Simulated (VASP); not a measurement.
Method: PBEsol GGA with spin-orbit coupling, VASP's PBE PAW potentials (set 64) (plane waves; VASP).

Input for VASP

**INCAR**
```
LSORBIT = .True.
SIGMA = 0.05
SYSTEM = Nb
ISMEAR = 0
LCHARG = .False.
LASPH = .True.
GGA = PS
ENCUT = 400
GGA_COMPAT = .False.
MAGMOM = 0 0 0 0 0 0
LWAVE = .False.
ALGO = Normal   # blocked Davidson
LMAXMIX = 4   # l cut-off of mixed one-centre charges
EDIFF = 1E-6   # SCF stop (eV)
LREAL = .False.   # projection in real space or not
PREC = Accurate
NELM = 100   # most electronic steps
```

File KPOINTS_OPT:
```
k-points along high-symmetry lines
6
Line-mode
Reciprocal
  0.000000   0.000000   0.000000 ! GAMMA
  0.000000   0.000000   0.500000 ! X

  0.000000   0.000000   0.500000 ! X
 -0.500000   0.500000   0.500000 ! M

 -0.500000   0.500000   0.500000 ! M
  0.000000   0.000000   0.000000 ! GAMMA

  0.000000   0.000000   0.000000 ! GAMMA
  0.324423   0.324423  -0.324423 ! Z

 -0.324423   0.675577   0.324423 ! Z_0
 -0.500000   0.500000   0.500000 ! M

  0.000000   0.000000   0.500000 ! X
  0.250000   0.250000   0.250000 ! P

  0.250000   0.250000   0.250000 ! P
  0.000000   0.500000   0.000000 ! N

  0.000000   0.500000   0.000000 ! N
  0.000000   0.000000   0.000000 ! GAMMA
```

KPOINTS:
```
Automatic mesh
0
Gamma
13 13 13
0 0 0
```

File POSCAR:
```
Nb
3.8821720
 -0.6593370621   0.6593370621   0.3613157191
  0.6593370621  -0.6593370621   0.3613157191
  0.6593370621   0.6593370621  -0.3613157191
Nb
2
Cartesian
  0.0000000000   0.6593370621   0.1806578596
  0.0000000000   0.0000000000   0.0000000000
```

POTCAR, in this order: Nb_sv (PBE.64 set). Program: vasp_ncl.

The resulting files:

OUTCAR:
```
 ion  position               nearest neighbor table
   1  0.750  0.250  0.500-   2 2.65   2 2.65   2 2.65   2 2.65
   2  0.000  0.000  0.000-   1 2.65   1 2.65   1 2.65   1 2.65
  LATTYP: Found a body centered tetragonal cell.
 ALAT       =     5.1193197622
 C/A-ratio  =     0.5479984971
 Subroutine PRICEL returns:
 Original cell was already a primitive cell.
 Subroutine GETGRP returns: Found 16 space group operations
The static configuration has the point symmetry D_2d.
 The point group associated with its full space group is D_4h.
The dynamic configuration has the point symmetry D_2d.
The overall configuration has the point symmetry D_2d.
 Subroutine INISYM returns: Found 16 space group operations
 Subroutine IBZKPT returns following result:
 Found    196 irreducible k-points:

 Following reciprocal coordinates:
            Coordinates               Weight
  0.000000  0.000000  0.000000      1.000000
  0.076923 -0.000000  0.000000      8.000000
  0.153846 -0.000000  0.000000      8.000000
  0.230769 -0.000000  0.000000      8.000000
  0.307692 -0.000000  0.000000      8.000000
  0.384615 -0.000000  0.000000      8.000000
  0.461538 -0.000000  0.000000      8.000000
  0.076923  0.076923  0.000000      8.000000
  0.153846  0.076923  0.000000     16.000000
  0.230769  0.076923  0.000000     16.000000
  0.307692  0.076923  0.000000     16.000000
  0.384615  0.076923  0.000000     16.000000
  0.461538  0.076923  0.000000     16.000000
 -0.461538  0.076923 -0.000000     16.000000
 -0.384615  0.076923 -0.000000     16.000000
 -0.307692  0.076923 -0.000000     16.000000
 -0.230769  0.076923 -0.000000     16.000000
 -0.153846  0.076923 -0.000000     16.000000
 -0.076923  0.076923  0.000000      4.000000
  0.153846  0.153846  0.000000      8.000000
  0.230769  0.153846  0.000000     16.000000
  0.307692  0.153846  0.000000     16.000000
  0.384615  0.153846  0.000000     16.000000
  0.461538  0.153846  0.000000     16.000000
 -0.461538  0.153846  0.000000     16.000000
 -0.384615  0.153846 -0.000000     16.000000
 -0.307692  0.153846 -0.000000     16.000000
 -0.230769  0.153846 -0.000000     16.000000
 -0.153846  0.153846  0.000000      4.000000
  0.230769  0.230769  0.000000      8.000000
  0.307692  0.230769  0.000000     16.000000
  0.384615  0.230769  0.000000     16.000000
  0.461538  0.230769  0.000000     16.000000
 -0.461538  0.230769 -0.000000     16.000000
 -0.384615  0.230769 -0.000000     16.000000
 -0.307692  0.230769 -0.000000     16.000000
 -0.230769  0.230769  0.000000      4.000000
  0.307692  0.307692  0.000000      8.000000
  0.384615  0.307692  0.000000     16.000000
  0.461538  0.307692  0.000000     16.000000
   k-points           NKPTS =    196   k-points in BZ     NKDIM =    196   number of bands    NBANDS=     34
   number of dos      NEDOS =    301   number of ions     NIONS =      2
   total plane-waves  NPLWV =  21952
   dimension x,y,z NGX =    28 NGY =   28 NGZ =   28
   dimension x,y,z NGXF=    56 NGYF=   56 NGZF=   56
   ions per type =               2
   PREC   = accura    normal or accurate (medium, high low for compatibility)
   ISTART =      0    job   : 0-new  1-cont  2-samecut
   ICHARG =      2    charge: 1-file 2-atom 10-const
   ISPIN  =      1    spin polarized calculation?
   LNONCOLLINEAR =      T non collinear calculations
   LSORBIT =      T    spin-orbit coupling
   INIWAV =      1    electr: 0-lowe 1-rand  2-diag
   ENCUT  =  400.0 eV  29.40 Ry    5.42 a.u.   6.33  6.33  6.33*2*pi/ulx,y,z
   NELM   =    100;   NELMIN=  2; NELMDL= -5     # of ELM steps
   EDIFF  = 0.1E-05   stopping-criterion for ELM
...
```

**OSZICAR**
```
       N       E                     dE             d eps       ncg     rms          rms(c)
DAV:   1     0.285821649211E+03    0.28582E+03   -0.12816E+04 13392   0.134E+03
DAV:   2     0.179094915577E+01   -0.28403E+03   -0.27719E+03 15584   0.563E+02
DAV:   3    -0.202784883278E+02   -0.22069E+02   -0.21435E+02 23336   0.108E+02
DAV:   4    -0.214867528744E+02   -0.12083E+01   -0.11858E+01 21732   0.251E+01
DAV:   5    -0.215506993964E+02   -0.63947E-01   -0.63704E-01 21278   0.510E+00    0.109E+01
DAV:   6    -0.208741510884E+02    0.67655E+00   -0.14152E+00 18668   0.120E+01    0.399E+00
DAV:   7    -0.208111637616E+02    0.62987E-01   -0.58066E-01 22594   0.666E+00    0.151E+00
DAV:   8    -0.208170488299E+02   -0.58851E-02   -0.26691E-02 20124   0.134E+00    0.997E-01
DAV:   9    -0.208207576446E+02   -0.37088E-02   -0.15278E-02 16976   0.159E+00    0.311E-01
DAV:  10    -0.208205480808E+02    0.20956E-03   -0.20826E-03 19536   0.528E-01    0.491E-02
DAV:  11    -0.208205537502E+02   -0.56693E-05   -0.86356E-05 20994   0.100E-01    0.857E-03
DAV:  12    -0.208205532057E+02    0.54448E-06   -0.56929E-06 18952   0.221E-02
   1 F= -.20820553E+02 E0= -.20819034E+02  d E =-.303873E-02  mag=     0.0000    -0.0000     0.0000
       N       E                     dE             ncg
```

OUTCAR:
```
------------------------ aborting loop because EDIFF is reached ----------------------------------------
  FORCE on cell =-STRESS in cart. coord.  units (eV):
  Direction    XX          YY          ZZ          XY          YZ          ZX
  --------------------------------------------------------------------------------------
  Total       -0.0113037     -0.0113037      0.0046314      0.0000000      0.0000000      0.0000000
  in kB       -0.4926554     -0.4926554      0.2018521      0.0000000      0.0000000      0.0000000
  external PRESSURE =      -0.2611529 kB  Pullay stress =       0.0000000 kB
  volume of cell :       36.76
      direct lattice vectors                 reciprocal lattice vectors
    -2.559659881  2.559659881  1.402689768     0.000000000  0.195338452  0.356458008
     2.559659881 -2.559659881  1.402689768     0.195338452  0.000000000  0.356458008
     2.559659881  2.559659881 -1.402689768     0.195338452  0.195338452  0.000000000
 POSITION                                       TOTAL-FORCE (eV/Angst)
 -----------------------------------------------------------------------------------
      0.00000      2.55966      0.70134        -0.000000      0.000000     -0.000000
      0.00000      0.00000      0.00000         0.000000     -0.000000      0.000000
 -----------------------------------------------------------------------------------
    total drift:                               -0.000000      0.000000      0.000000
  FREE ENERGIE OF THE ION-ELECTRON SYSTEM (eV)
  ---------------------------------------------------
  free  energy   TOTEN  =       -20.8205532057 eV

  energy  without entropy=      -20.8175144735  energy(sigma->0) =      -20.81903384

 Ion:    1  E_soc:     -0.1754928

 Ion:    2  E_soc:     -0.1754928
```
(Selected blocks of OUTCAR.)

### OUTCAR
```
 val. band max:       11.1412729128   @ k =  -0.0769  -0.0769   0.0769

 cond. band min:      11.1561530108   @ k =  -0.3846  -0.4615   0.0769


 Fermi energy:        11.1547720245

 k-point     1 :       0.0000    0.0000    0.0000
  band No.  band energies     occupation
      1     -43.5893      1.00000
      2     -43.5893      1.00000
      3     -43.0810      1.00000
      4     -43.0810      1.00000
      5     -21.2475      1.00000
      6     -21.2475      1.00000
      7     -20.2223      1.00000
      8     -20.2223      1.00000
      9     -19.5808      1.00000
     10     -19.5808      1.00000
     11     -18.5051      1.00000
     12     -18.5051      1.00000
     13     -18.1245      1.00000
     14     -18.1245      1.00000
     15     -18.0578      1.00000
     16     -18.0578      1.00000
     17       4.9965      1.00000
     18       4.9965      1.00000
     19       6.5735      1.00000
     20       6.5735      1.00000
     21       8.5018      1.00000
     22       8.5018      1.00000
     23       9.0666      1.00000
     24       9.0666      1.00000
     25       9.8468      1.00000
     26       9.8468      1.00000
     27      13.5546      0.00000
     28      13.5546      0.00000
     29      13.6261      0.00000
     30      13.6261      0.00000
     31      13.6301      0.00000
     32      13.6301      0.00000
     33      13.6997      0.00000
     34      13.6997      0.00000

 k-point     2 :       0.0769   -0.0000    0.0000
  band No.  band energies     occupation
      1     -43.5754      1.00000
      2     -43.5754      1.00000
      3     -43.0799      1.00000
      4     -43.0799      1.00000
      5     -21.2385      1.00000
      6     -21.2385      1.00000
      7     -20.2597      1.00000
      8     -20.2597      1.00000
      9     -19.5533      1.00000
     10     -19.5533      1.00000
     11     -18.5584      1.00000
     12     -18.5584      1.00000
     13     -18.1781      1.00000
     14     -18.1781      1.00000
...
```

The structure was generated: Nb was put into the beta-Sn type (I4_1/amd), which need not be its known phase. It was relaxed first.
